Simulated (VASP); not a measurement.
Calculation: r2SCAN meta-GGA with spin-orbit coupling, VASP's PBE PAW potentials (set 64) (plane waves; VASP).

Input for VASP

File POSCAR:
```
FeAl
2.8399330
  0.9999999558   0.0000000000   0.0000000000
  0.0000000000   0.9999999558   0.0000000000
  0.0000000000   0.0000000000   0.9999999558
Al Fe
1 1
Cartesian
  0.4999999779   0.4999999779   0.4999999779
  0.0000000000   0.0000000000   0.0000000000
```

### KPOINTS_OPT
```
k-points along high-symmetry lines
8
Line-mode
Reciprocal
  0.000000   0.000000   0.000000 ! GAMMA
  0.000000   0.500000   0.000000 ! X

  0.000000   0.500000   0.000000 ! X
  0.500000   0.500000   0.000000 ! M

  0.500000   0.500000   0.000000 ! M
  0.000000   0.000000   0.000000 ! GAMMA

  0.000000   0.000000   0.000000 ! GAMMA
  0.500000   0.500000   0.500000 ! R

  0.500000   0.500000   0.500000 ! R
  0.000000   0.500000   0.000000 ! X

  0.500000   0.500000   0.500000 ! R
  0.500000   0.500000   0.000000 ! M
```

### INCAR
```
SYSTEM=FeAl
PREC=Accurate; ENCUT=400; LREAL=.FALSE.
LASPH=.TRUE.
EDIFF=1E-6; NELM=100; ALGO=Normal
LMAXMIX=4; LMIXTAU=.TRUE.
ISMEAR=0; SIGMA=0.05
METAGGA=R2SCAN; GGA_COMPAT=.FALSE.
MAGMOM=6*0; LSORBIT=.TRUE.
LWAVE=.FALSE.; LCHARG=.FALSE.
```

### KPOINTS
```
Automatic mesh
0
gamma
  12 12 12
```

POTCAR, in this order: Al Fe (PBE.64 set). Program: vasp_ncl.

What will the output report for the number of irreducible k-points (NKPTS), number of bands (NBANDS), largest plane-wave count, number of space-group operations, FFT grid (NGX, NGY, NGZ)?

| Item | Result |
|---|---|
| number of irreducible k-points (NKPTS) | 84 |
| number of bands (NBANDS) | 18 |
| largest plane-wave count | 874 |
| number of space-group operations | 48 |
| FFT grid (NGX, NGY, NGZ) | 20 × 20 × 20 |

The compound is FeAl in the CsCl type structure. It was relaxed first, which changed the volume by -7 %.
